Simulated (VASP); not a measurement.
A VASP calculation is set up with these files.

File POSCAR:
```
CaS
1
    4.2313810000     0.0000000000     0.0000000000
   -2.1156910000     3.6644840000     0.0000000000
    0.0000000000     0.0000000000    14.0000000000
Ca S
1 1
Direct
  0.6666670000   0.3333330000   0.5000000000
  0.3333330000   0.6666670000   0.5000000000
```

File KPOINTS:
```
Automatic
0
G
6 6 1
0 0 0
```

### INCAR
```
# general
SYSTEM=CaS
PREC  =Accurate
ENCUT =300
LREAL =.False.
LASPH =.True.

# electronic loop
EDIFF =1E-6
NELM  =100
ALGO  =Normal

# smearing
ISMEAR=0
SIGMA =0.136

# functional
GGA   =PE

# ions
ISIF  =2

# output
LWAVE =.False.
LCHARG=.False.
```

POTCAR, in this order: Ca_sv S (PBE.64 set). Program: vasp_std.

**Question.** Write an equivalent input for Ansatz.

**Answer.** One equivalent input (not run):
Ansatz 0.2 input:
```yaml
crystal:
  lattice:
    - [4.2313810, 0.0000000, 0.0000000]
    - [-2.1156910, 3.6644840, 0.0000000]
    - [0.0000000, 0.0000000, 14.0000000]
  atoms:
    - { symbol: Ca, position: [0.6666670, 0.3333330, 0.5000000] }
    - { symbol: S, position: [0.3333330, 0.6666670, 0.5000000] }
kpoints:
  mp_grid: { grid: [6, 6, 1] }
hamiltonian:
  xc: pbe
  pseudopotentials: { kind: paw }
scf:
  occupations: { method: gaussian, width: 0.136 }
  max_iter: 100
output: { forces: true, stress: true, eigenvalues: true }
```
Limits of the translation: each code has its own PAW files, so the cut-off isn't converted (ENCUT is set for VASP's; basis.ecutwfc is left out, and Ansatz then takes the one that its files recommend); Ansatz stops its SCF on the density residual and VASP on the energy change (EDIFF).

The cell is a sheet with vacuum, built from a generated structure.
